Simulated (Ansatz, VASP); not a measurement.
## Cross-check of GaN between VASP and Ansatz

Wanted: the spread between two codes on one cell, functional and k mesh. The structure shown comes from an earlier Ansatz run, which isn't shown and may have moved the atoms alone.

Main program and level: Ansatz 0.2.0; plane waves, with VASP 6.6.1 beside it; elastic constants at LDA.

## 1. The starting structure

It takes space group P6_3mc (No. 186, hexagonal). Conventional cell: a = 3.169 Å, b = 3.169 Å, c = 5.148 Å, α = 90.00°, β = 90.00°, γ = 120.00°. Nearest to Ga lie 4 N at 1.94 Å. Nearest to N lie 4 Ga at 1.94 Å. Farther neighbours and most contacts between anions are not listed.

Coordinates:

```cif
data_structure
_symmetry_space_group_name_H-M 'P 1'
_symmetry_Int_Tables_number 1
_cell_length_a 3.1690
_cell_length_b 3.1690
_cell_length_c 5.1478
_cell_angle_alpha 90.000
_cell_angle_beta 90.000
_cell_angle_gamma 120.000
_cell_volume 44.77
loop_
_atom_site_label
_atom_site_type_symbol
_atom_site_fract_x
_atom_site_fract_y
_atom_site_fract_z
_atom_site_occupancy
Ga1 Ga 0.33333 0.66667 0.99900 1
Ga2 Ga 0.66667 0.33333 0.49900 1
N3 N 0.33333 0.66667 0.37600 1
N4 N 0.66667 0.33333 0.87600 1
```

## 2. Ansatz: elastic constants, LDA

Ansatz runs on its PAW soft_1 files.

Elastic constants are differences of stresses under small strains, so they test the stress and the mesh.

File input.yaml:

```yaml
crystal:
  lattice:
    - [3.169010233, 0.0, 0.0]
    - [-1.5845051165, 2.7444433666, 0.0]
    - [0.0, 0.0, 5.147765102]
  atoms:
    - { symbol: Ga, position: [0.3333333333, 0.6666666667, -0.0010024671] }
    - { symbol: Ga, position: [0.6666666667, 0.3333333333, 0.4989975329] }
    - { symbol: "N", position: [0.3333333333, 0.6666666667, 0.3760024671] }
    - { symbol: "N", position: [0.6666666667, 0.3333333333, 0.8760024671] }
kpoints:
  mp_grid: { grid: [6, 6, 4] }
hamiltonian:
  xc: lda
  pseudopotentials: { kind: paw, azcp: { folder: soft_1 }, xc_functional: pbe }
scf:
  occupations: { method: fixed }
output:
  forces: true
  stress: true
  eigenvalues: true
basis:
  ecutwfc: 260.0
elastic:
  mode: relaxed_ion
  stencil: two_point
```

Run with:

```sh
$ ansatz run input.yaml --threads 4 --pin off --max-ram 15360MiB --backend cpu --events-out ev --progress --plain --runs-dir out
```

Numbers of over 12 decimals in the logs are rounded to 6 here.

Output:

```text
Warning: basis.ecutwfc = 260 eV is below the records' recommended 420 eV, and the density's cutoff is lower with it unless basis.ecutrho_ratio is high enough to keep the records' density cutoff: compare with a run at a higher cutoff
Engine: ansatz 0.2.0, aarch64-unknown-linux-gnu
Pseudopotentials: kind: paw
Pseudopotential: Ga, paw, valence charge 13, recommended cutoff 420 eV (normal), soft_1/Ga.paw.azcp
Pseudopotential: N, paw, valence charge 5, recommended cutoff 420 eV (normal), soft_1/N.paw.azcp
Functional definition: SPW92
  exchange = slater_x
  correlation = pw_c
Crystal: 4 atoms, lattice volume = 44.771 Å³
Basis set: ecut = 260 eV, 403 PW (Γ)
Bands: 22, of which v1, the nominal top of the filled ones, is band 18 counted from 1 (17 counted from 0)
Symmetry: 12 space group operations
Space group: P63mc (ITA 186), of the structure as read, at distance tolerance 3.6e-5 Å
k-points: 21 of 144 (time reversal used)
Non-local potential: Ga, projectors of the file, l = 0: 2, l = 1: 2, l = 2: 3, l = 3: 1
Non-local potential: N, projectors of the file, l = 0: 2, l = 1: 2, l = 2: 1
PAW form: soft (Blöchl's): semilocal exchange-correlation on the pseudo side does not see the compensation charge
PAW frozen core: Ga, regenerated for the run's functional, and the local potential with it (the file was generated under x = pbe(κ = 0.804, μ = 0.219515), c = pbe(β = 0.066725))
PAW frozen core: N, regenerated for the run's functional, and the local potential with it (the file was generated under x = pbe(κ = 0.804, μ = 0.219515), c = pbe(β = 0.066725))
PAW one-centre angular grid: Ga, 590 points (default); XC on 64 Gauss nodes
PAW one-centre angular grid: N, 110 points (default); XC on 64 Gauss nodes
Initial density: superposition of atomic densities (chi_scale 0.1, normalization cell, long waves kept (reshape's long-wave potential 0.00 eV rms))
Initial wavefunctions: pseudopotential atomic-orbital guess
Functional: x = slater, c = lda
SCF iter   1: F=—  HF=-8162.864306 eV  |F-HF|=—  |Δ(HF+E_count)|=         —  Δρ=9.97e-2  dr2=3.66e0  ethr=3.10e-3  ⟨swp⟩=4.0  Hψ=1577  notcnv=0  defer=18
preconditioner: auto → Resta (q_TF=auto, 2.631 Å⁻¹)  ε∞=4.8  [insulator: Δε(μ)=2.582 eV  Ē_g=16.998 eV  n_scr=22 (ndim 8)  ℏωp=33.3 eV  f_vac=0.000  ε∞_Penn≈4.8]
SCF iter   2: F=—  HF=-8161.952180 eV  |F-HF|=—  |Δ(HF+E_count)|=   9.12e-1  Δρ=5.47e-2  dr2=6.88e-1  ethr=3.10e-3  ⟨swp⟩=2.1  Hψ=860  notcnv=0  defer=27
SCF iter   3: F=—  HF=-8161.769788 eV  |F-HF|=—  |Δ(HF+E_count)|=   1.82e-1  Δρ=1.47e-2  dr2=9.32e-2  ethr=1.91e-3  ⟨swp⟩=2.0  Hψ=518  notcnv=0  defer=40
SCF iter   4: F=—  HF=-8161.722133 eV  |F-HF|=—  |Δ(HF+E_count)|=   4.77e-2  Δρ=3.36e-3  dr2=6.69e-3  ethr=2.59e-4  ⟨swp⟩=3.0  Hψ=873  notcnv=0  defer=40
SCF iter   5: F=—  HF=-8161.721892 eV  |F-HF|=—  |Δ(HF+E_count)|=   2.41e-4  Δρ=2.29e-3  dr2=1.13e-3  ethr=1.86e-5  ⟨swp⟩=2.0  Hψ=872  notcnv=0  defer=40
SCF iter   6: F=—  HF=-8161.721987 eV  |F-HF|=—  |Δ(HF+E_count)|=   9.50e-5  Δρ=2.42e-4  dr2=2.16e-5  ethr=3.14e-6  ⟨swp⟩=2.0  Hψ=817  notcnv=0  defer=40
SCF iter   7: F=—  HF=-8161.722010 eV  |F-HF|=—  |Δ(HF+E_count)|=   2.32e-5  Δρ=7.35e-5  dr2=1.12e-6  ethr=5.99e-8  ⟨swp⟩=2.0  Hψ=827  notcnv=0
SCF iter   8: F=—  HF=-8161.722009 eV  |F-HF|=—  |Δ(HF+E_count)|=   6.27e-7  Δρ=9.69e-6  dr2=3.40e-8  ethr=3.10e-9  ⟨swp⟩=2.0  Hψ=710  notcnv=0
SCF iter   9: F=—  HF=-8161.722009 eV  |F-HF|=—  |Δ(HF+E_count)|=   1.07e-8  Δρ=1.56e-6  dr2=9.74e-10  ethr=9.43e-11  ⟨swp⟩=2.7  Hψ=858  notcnv=0
SCF iter  10: F=—  HF=-8161.722009 eV  |F-HF|=—  |Δ(HF+E_count)|=  9.55e-11  Δρ=1.76e-7  dr2=1.41e-11  ethr=2.70e-12  ⟨swp⟩=2.9  Hψ=873  notcnv=0
SCF iter  11: F=—  HF=-8161.722009 eV  |F-HF|=—  |Δ(HF+E_count)|=  1.82e-12  Δρ=1.20e-7  dr2=5.74e-12  ethr=3.91e-14 (applied; sched 1.00e-12)  ⟨swp⟩=2.0  Hψ=805  notcnv=0
SCF iter  12: F=—  HF=-8161.722009 eV  |F-HF|=—  |Δ(HF+E_count)|=  1.82e-12  Δρ=1.85e-8  dr2=1.20e-13  ethr=1.60e-14 (applied; sched 1.00e-12)  ⟨swp⟩=2.0  Hψ=597  notcnv=0
SCF iter  13: F=-8161.722009 eV  HF=-8161.722009 eV  |F-HF|=0.00e0  |Δ(HF+E_count)|=  9.09e-13  Δρ=4.77e-9  dr2=8.15e-15  ethr=1.00e-12  ⟨swp⟩=4.1  Hψ=1681  notcnv=0
SCF 1 converged in 13 iterations: F = -8161.722009 eV  dr2 = 8.15e-15
  greatest PAW one-centre occupation: 0.993 electrons in one spin orbital (limit 2), on the Ga atom at site 1 (counted from 0), in its partial waves of l = 2
relax step   1: F+E_penalty+E_count = -8161.72200920 eV  Δ(F+E_penalty+E_count) = +0.000e0 eV  max|allowed force component| = 3.008e-4 eV/Å  Δτ_max = 0.0000 Å  (13 SCF iters, accepted)
[...]
relax step   2: F+E_penalty+E_count = -8161.72519729 eV  Δ(F+E_penalty+E_count) = -9.882e-6 eV  max|allowed force component| = 1.828e-3 eV/Å  Δτ_max = 0.0004 Å  (8 SCF iters, accepted)
[...]
relax step   3: F+E_penalty+E_count = -8161.72519743 eV  Δ(F+E_penalty+E_count) = -1.342e-7 eV  max|allowed force component| = 1.757e-4 eV/Å  Δτ_max = 0.0001 Å  (7 SCF iters, accepted)
[...]
relax step   4: F+E_penalty+E_count = -8161.72519743 eV  Δ(F+E_penalty+E_count) = -1.453e-9 eV  max|allowed force component| = 1.657e-5 eV/Å  Δτ_max = 0.0000 Å  (6 SCF iters, accepted)
iter 1 solved again at ethr=1.00e-12 eV; its pass at ethr=3.10e-3 eV (dr2=1.58e-14 eV) is discarded
SCF iter   1: F=—  HF=-8161.725197 eV  |F-HF|=—  |Δ(HF+E_count)|=         —  Δρ=5.79e-9  dr2=1.11e-14  ethr=1.00e-12  ⟨swp⟩=2.5  Hψ=4666  notcnv=0  defer=1
SCF iter   2: F=-8161.725197 eV  HF=-8161.725197 eV  |F-HF|=9.09e-13  |Δ(HF+E_count)|=  9.09e-13  Δρ=2.26e-9  dr2=2.85e-15  ethr=1.00e-12  ⟨swp⟩=3.5  Hψ=3084  notcnv=0
SCF 32 converged in 2 iterations: F = -8161.725197 eV  dr2 = 2.85e-15
SCF converged after 4 iterations
Free energy (F): -8161.722009 eV
Harris-Foulkes:  -8161.722009 eV  (|F-HF|=2.73e-12)
Internal energy: -8161.722009 eV  (E = F + TS)
E sigma→0 (E₀):  -8161.722009 eV
Fermi energy:    9.707117 eV
--- Per-component energies (eV) ---
  E_band       = -26.778486
  E_kinetic    = 485.572872
  E_local      = -2814.335095  (includes V_loc(G=0)·N_el)
  E_nonlocal   = -87.798702
  E_hartree    = 1788.789665
  E_xc         = -244.007178
  E_vxc        = -263.353425  (∫ρ·V_xc dr)
  E_paw        = -4098.675734  (= ΣΔE_a)
  E_vpaw       = -924.463155  (= ΣTr[D̂ρ^β])
  E_aug_tail   = 0.019686  (compensation charges beyond the density's cutoff)
  E_ewald      = -3194.904575
  E_core_change = 3.617051  (= ΣΔE_core)
  E_smearing   = -0.000000  (= −TS)
  E_closure    = 0.000000  (closes the sum)
  Σ components = -8161.722009   (vs F -8161.722009, Δ=0.00e0)
--- Forces (eV/Å), atoms counted from 1 ---
  atom   1  Ga    -0.00000000     0.00000000     0.00000649
  atom   2  Ga     0.00000000    -0.00000000     0.00000649
  atom   3  N     -0.00000000    -0.00000000     0.00000629
  atom   4  N      0.00000000     0.00000000     0.00000629
  max |Σ_I F_I| component: 2.56e-5 eV/Å
--- Stress (GPa, compression-positive) ---
       -0.045120       0.000000       0.000000
        0.000000      -0.045120       0.000000
        0.000000       0.000000      -0.050456
  P = ⅓ Tr σ = -0.0469 GPa (-0.469 kbar)
--- Band table (eV; the first three rows and the last of 21) ---
  k-point 0: bands = [... 14 lower, 8.5131, 9.7064, 9.7071, 9.7071, 11.5474, 13.7918, 18.8032, 19.4360]
  k-point 1: bands = [... 14 lower, 8.6632, 8.6632, 9.4761, 9.4761, 12.7495, 13.9112, 18.4017, 19.1146]
  k-point 2: bands = [... 14 lower, 9.0688, 9.0688, 9.0688, 9.0688, 13.8288, 13.8288, 18.0004, 18.0004]
  k-point 20: bands = [... 14 lower, 5.2217, 5.2217, 8.0523, 8.0523, 15.9925, 15.9925, 16.8303, 16.8303]
--- Elastic constants: 3 strain directions × 2 members + reference (group order 12) ---
  dense FFT box of the reference and of every strained cell: 18×18×30
  strains applied: 11, 33, 23; error gains: componentwise 1.00 (the most a stress slope's error grows in a printed constant), spectral 1.41 (1 for all six strains in a standard setting)
  reference relaxed by the batch: 3 steps; max|allowed force component| 3.01e-4 eV/Å at the deck's positions, 4.16e-8 at the last accepted step, 1.01e-7 by the solve of record
  largest displacement 1.1e-5 Å; the constants are those of the deck's cell at these positions:
  atoms:
    - { symbol: Ga, position: [0.333333, 0.666667, -0.00100459] }
    - { symbol: Ga, position: [0.666667, 0.333333, 0.498995] }
    - { symbol: N, position: [0.333333, 0.666667, 0.376005] }
    - { symbol: N, position: [0.666667, 0.333333, 0.876005] }
  C = ∂σ_k/∂η_j (tension-positive GPa; Voigt order 11 22 33 23 13 12):
       424.482    198.003     98.044      0.000      0.000      0.000
       198.003    424.482     98.044      0.000      0.000     -0.000
        87.580     87.580    387.615      0.000      0.000      0.000
        -0.000      0.000      0.000     85.265     -0.000      0.000
        -0.000     -0.000      0.000      0.000     85.265     -0.000
         0.000     -0.000      0.000      0.000      0.000    113.240
  reference stress σ⁰ (GPa):      0.045      0.045      0.050     -0.000     -0.000     -0.000
  C* (energy form; C + prestress term) asymmetry max|C*_kj − C*_jk| = 1.046e1 GPa — a small one proves nothing (zero by symmetry where the batch's group is 432, −43m or m−3m); a large one is finite-difference/SCF noise where every solve meets its electron count
  moduli (Voigt/Reuss/Hill, GPa): K = 222.65/218.28/220.46   G = 113.62/106.20/109.91   E = 282.74   ν = 0.286
  mechanically stable: yes (min eigenvalue of sym C = 85.26 GPa)
  strain η (Voigt 11):  stress-route row diagonal C_11 = 424.48 GPa, energy-path curvature d²(F+E_count+ΔE)/dδ²/Ω₀ = 135.80 GPa
         δ    σ_11 (GPa)             F (eV)   n_scf  n_hpsi   n_pw
    -2.000e-3      -0.9250       -8161.7144350       2    6775    444   relax 4 steps, max|allowed force component| 2.26e-6 eV/Å
     2.000e-3       0.7729       -8161.7234767       2    6759    444   relax 3 steps, max|allowed force component| 3.03e-6 eV/Å
  strain η (Voigt 33):  stress-route row diagonal C_33 = 387.61 GPa, energy-path curvature d²(F+E_count+ΔE)/dδ²/Ω₀ = -16.71 GPa
         δ    σ_33 (GPa)             F (eV)   n_scf  n_hpsi   n_pw
    -2.000e-3      -0.7533       -8161.7280452       2    3602    444   relax 3 steps, max|allowed force component| 1.32e-6 eV/Å
     2.000e-3       0.7971       -8161.7207532       2    3579    444   relax 3 steps, max|allowed force component| 2.08e-6 eV/Å
  strain η (Voigt 23):  stress-route row diagonal C_44 = 85.26 GPa, energy-path curvature d²(F+E_count+ΔE)/dδ²/Ω₀ = 207.36 GPa
         δ    σ_23 (GPa)             F (eV)   n_scf  n_hpsi   n_pw
    -2.000e-3      -0.1705       -8161.7251974       2    8091    444   relax 5 steps, max|allowed force component| 2.01e-5 eV/Å
     2.000e-3       0.1705       -8161.7251974       2    8121    444   relax 4 steps, max|allowed force component| 1.66e-5 eV/Å
```

(Part 1 of 2 ends here.)

[Lines on the potential files, build, host, timing and source positions are cut from VASP's logs without a mark.]

[Logs are printed without paths, hosts, clocks, repeated set-up lines and the standing remarks that a program may print on its own settings, such as how far it seeks lower states.]

[Hosts, paths, dates, database ids (printed as entryN), source tags and the programs' standing remarks are cut or masked in the printed files.]
